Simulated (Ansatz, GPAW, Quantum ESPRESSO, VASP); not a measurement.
HfBe2 (P1, 3 atoms in the cell) computed with different codes at matched settings

Self-consistent single point, at a second geometry (atoms moved at random). First geometry:

```yaml
crystal:
  lattice:
    - [3.77950, 0.00000, 0.00000]
    - [-1.88975, 3.27314, 0.00000]
    - [0.00000, 0.00000, 3.16996]
  atoms:
    - { symbol: Hf, position: [0.00000, 0.00000, 0.00000] }
    - { symbol: Be, position: [0.33333, 0.66667, 0.50000] }
    - { symbol: Be, position: [0.66667, 0.33333, 0.50000] }
```

Second geometry:
```yaml
crystal:
  lattice:
    - [3.77950, 0.00000, 0.00000]
    - [-1.88975, 3.27314, 0.00000]
    - [0.00000, 0.00000, 3.16996]
  atoms:
    - { symbol: Hf, position: [0.00177, 0.98999, 0.01795] }
    - { symbol: Be, position: [0.33102, 0.66462, 0.49963] }
    - { symbol: Be, position: [0.66721, 0.34539, 0.48242] }
```

Shared settings, as Ansatz (a first-principles code) writes them: kpoints.mp_grid.grid = 10 10 10; scf.occupations.method = gaussian; scf.occupations.width = 0.05 eV. Potentials and cutoffs stand in the table.

| code | model | ΔF from the first geometry (meV/atom) | pressure (GPa) | largest force (eV/Å) | cutoff |
|---|---|---|---|---|---|
| GPAW | LDA (Perdew-Wang 92), GPAW PAW datasets LDA (gpaw-data 1.0.1) | 17.7 | -5.00 | 0.792 | 800 eV |
| VASP | LDA (PZ), VASP's LDA PAW potentials (set 64) | 17.6 | -5.34 | 0.791 | 300 eV |
| Ansatz | LDA (PW92), PAW files made with PBE | 17.5 | -5.68 | 0.784 | default |
| Quantum ESPRESSO | LDA (PZ), GBRV 1.5 ultrasoft (LDA) pseudopotentials | 17.7 | -5.90 | 0.796 | 40 Ry |

Size of the force on each atom (eV/Å): Sizes of forces hide their directions.

```
code                Hf1    Be2    Be3
----------------  -----  -----  -----
GPAW              0.792  0.154  0.718
VASP              0.791  0.154  0.714
Ansatz            0.784  0.153  0.709
Quantum ESPRESSO  0.796  0.154  0.718
```

On Ansatz's run: spin-orbit coupling is off.

The spread over the programs that give each value: ΔF from the first geometry within 0.2 meV/atom; pressure within 0.90 GPa; largest force within 0.012 eV/Å.

Ansatz's pressure is given at a fixed set of plane waves, as the other plane-wave codes print theirs. The same LDA comes in different parametrisations, which differ slightly.

VASP's run is marked for a possible Pulay error in its stress at this cutoff; no cutoff test was made.

The starting cell comes from a database of computed structures (which also holds hypothetical and non-ambient phases and stackings), without a prior relaxation at this level. For this run, on top of that: atoms moved at random.

Left out of this page: CP2K and SIESTA (not drawn, or without a comparable value).

Keys are those of Ansatz 0.2.
